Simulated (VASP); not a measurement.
VASP input:

### INCAR
```
# general
SYSTEM  = CuI
PREC    = Accurate
ENCUT   = 480
LREAL   = F   # projection in real space or not
LASPH   = T

# electronic loop
EDIFF   = 1E-7   # SCF stop (eV)
NELM    = 100   # most electronic steps
ALGO    = Normal   # blocked Davidson
LMAXMIX = 4   # l cut-off of mixed one-centre charges

# smearing
ISMEAR  = 0
SIGMA   = 0.05   # width (eV)

# functional
GGA     = PS   # PBEsol

# ions
IBRION  = 2   # conjugate gradients
NSW     = 40   # most ionic steps
ISIF    = 3
EDIFFG  = -0.01
PSTRESS = 200   # kbar

# output
LWAVE   = F
LCHARG  = F
```

File KPOINTS:
```
Regular mesh
0
Gamma
 6 6 4
0 0 0
```

### POSCAR
```
CuI
1.0
  4.1833451407   0.0000000000   0.0000000000
 -2.0916725704   3.6228831589   0.0000000000
  0.0000000000   0.0000000000   6.8979897723
Cu I
2 2
Cart
  2.0916746620   1.2076265120   6.0234573906
 -0.0000020917   2.4152566469   2.5744625045
  2.0916746620   1.2076265120   3.4612785463
 -0.0000020917   2.4152566469   0.0122836601
```

POTCAR, in this order: Cu I (PBE.64 set). Program: vasp_std.

Q: Translate this PBEsol calculation to Ansatz.

A: One equivalent input (not run):
Ansatz 0.2 input:
```yaml
crystal:
  lattice:
    - [4.1833451, 0.0000000, 0.0000000]
    - [-2.0916726, 3.6228832, 0.0000000]
    - [0.0000000, 0.0000000, 6.8979898]
  atoms:
    - { symbol: Cu, position: [0.6666670, 0.3333330, 0.8732192] }
    - { symbol: Cu, position: [0.3333330, 0.6666670, 0.3732192] }
    - { symbol: I, position: [0.6666670, 0.3333330, 0.5017808] }
    - { symbol: I, position: [0.3333330, 0.6666670, 0.0017808] }
kpoints:
  mp_grid: { grid: [6, 6, 4] }
hamiltonian:
  xc: pbesol
  pseudopotentials: { kind: paw }
scf:
  occupations: { method: gaussian, width: 0.05 }
  max_iter: 100
relax:
  max_steps: 40
  f_tol: 0.01
  cell: { p_target: 20 }
output: { forces: true, stress: true, eigenvalues: true }
```
Limits of the translation: each code has its own PAW files, so the cut-off isn't converted (ENCUT is set for VASP's; basis.ecutwfc is left out, and Ansatz then takes the one that its files recommend); Ansatz stops its SCF on the density residual and VASP on the energy change (EDIFF).

The structure comes from a computed database's CuI entry (P6_3mc); how it stands against other phases isn't given here. This run relaxes it under an external pressure of 20 GPa. Symmetry was kept, so distortions that lower it aren't found.
